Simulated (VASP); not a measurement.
Here is the system:

```
CELL_PARAMETERS angstrom
      4.83801     0.00000     0.00000
     -2.41900     4.36442     0.00000
      0.00000     0.00000     5.69238
ATOMIC_POSITIONS crystal
  S  0.00000 0.00000 0.00000
  Rb 0.33333 0.66667 0.22818
  Rb 0.66667 0.33333 0.77182
```

Computed with PBEsol GGA, VASP's PBE PAW potentials (set 64) (plane waves; VASP). Settings: 480 eV cut-off, 6×6×4 Γ-centred mesh, Gaussian smearing of 0.050 eV, potentials S Rb_sv.

Q: What does the run give for the energy per atom (σ→0), pressure, largest force?

A: 
* **energy per atom (σ→0)**: -3.025 eV/atom
* **pressure**: 1.24 GPa
* **largest force**: 0.226 eV/Å

The absolute energy has meaning only against runs of the same code, potentials and settings.

The structure was generated: Rb2S was put into the CdI2 type (P-3m1), which need not be its known phase. This cell was strained or had an atom moved on purpose.
